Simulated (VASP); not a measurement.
Consider the following.

```
CrB2
1.0
   -1.31273     1.31273     3.21297
    1.31273    -1.31273     3.21297
    1.31273     1.31273    -3.21297
Cr B
1 2
Direct
  0.00000   0.00000   0.00000
  0.33530   0.33530   0.00000
  0.66470   0.66470   0.00000
```
Starting moments (μB, in the order of the record's atoms Cr B B): 3.0 0.0 0.0.

The numbers are results of PBE GGA, VASP's PBE PAW potentials (set 64) (plane waves; VASP 6.6.1), not measurements. Run with 400 eV cut-off, 9×9×9 Γ-centred mesh, Fermi-Dirac smearing of 0.10 eV, potentials Cr_pv B.

At this cut-off the stress carries a Pulay error, which pulls relaxed volumes low. The moments were started parallel, and other spin orders were not tried in this run.

Task: Give the force on each atom (eV/Å).

Result: 
| atom | Fx | Fy | Fz |
|---|---|---|---|
| Cr1 | 0.000 | 0.000 | 0.000 |
| B2 | 0.000 | 0.000 | -0.160 |
| B3 | 0.000 | 0.000 | 0.160 |

Task: Give the stress tensor in GPa (positive for a compressed cell).

Result: 
```
20.12   0.00   0.00
 0.00  20.12   0.00
 0.00   0.00  16.20
```
The pressure is its mean diagonal, 18.81 GPa.

The structure was generated: CrB2 was put into an ordered model structure, which need not be its known phase. The cell was not relaxed at this level. The k-mesh is coarse (spacing up to 0.38 per Å, 2π included), so the numbers may not be converged in it.
